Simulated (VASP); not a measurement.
A run of VASP 6.6.1 is set up as follows.

File INCAR:

```
  PREC = Accurate
  ENCUT = 520
  EDIFF = 1E-7
  ISMEAR = -1
  SIGMA = 0.02
  LREAL = Auto
  LASPH = T
  NELM = 100
  ALGO = Fast
  ISIF = 2
  LWAVE = F
  LCHARG = T
  GGA = PE
  IVDW = 12
  LELF = T
  LVHAR = T
  NBANDS = 93
```

Contents of KPOINTS:

```
Automatic mesh
0
Gamma
  1 1 1
```

The input POSCAR:

```
HCS2F
1.0
    9.2986240000      0.0000000000      0.0000000000
    0.0000000000      9.2986240000      0.0000000000
    0.0000000000      0.0000000000      9.2986240000
F H S C
6 6 12 6
Direct
    0.2953877907      0.2239471130      0.2836226091
    0.6379546049      0.8856901838      0.5266585680
    0.5278630473      0.7085134317      0.7554773696
    0.2478753846      1.0076437116      1.0536397643
    0.2885588233      0.6466440626      0.4993211899
    0.8083023897      0.1346758402      0.5941094080
    0.3007541761      0.1885440254      0.1860382784
    0.6805200425      0.9792524141      0.5394991775
    0.5870976179      0.7420990461      0.6754332684
    0.1467636502      0.9836294058      1.0585329614
    0.2636841752      0.7275377518      0.5627714380
    0.7555741581      0.2238395702      0.5791609597
   -0.0782696451      0.1436986806      0.9870385124
    0.1202651059      0.3217357751      0.7789109442
    0.6979742379      0.4855234495      0.6088750336
    0.9127802135      0.6121981059      0.3843902066
    0.5309925426      0.1062200171      0.8593206909
    0.4128890468      0.2343249926      0.5764831442
    0.5364772250      0.8145721345      0.1906733727
    0.2927960094      0.6061219380      0.0745271558
    0.1624218809      0.9964485068      0.4742314562
   -0.0225732323      0.8219173073      0.6924895554
    0.6874242899      0.4197502770      0.0767855545
    0.6289102560      0.1922650061      0.3164661782
    0.0178843665      0.2368199854      0.8891745703
    0.8052589286      0.5542755573      0.4982457620
    0.4720806003      0.1643468969      0.7130624918
    0.4215247331      0.7097716823      0.1256422456
    0.0790331989      0.9087043416      0.5896893992
    0.6679375357      0.3087661142      0.2040516963
```

Potentials or basis: VASP PAW PBE potentials, release 64 (F, H, S, C).

Run with:

```sh
$ cat potpaw_PBE.64/F/POTCAR potpaw_PBE.64/H/POTCAR potpaw_PBE.64/S/POTCAR potpaw_PBE.64/C/POTCAR > POTCAR
$ mpirun -np 1 vasp_gam > vasp.out
```

(1) What does it give for the largest force?

(2) Predict the band gap on the k mesh.

Answers

(1) 2.999 eV/Å.

(2) 2.99 eV, direct.
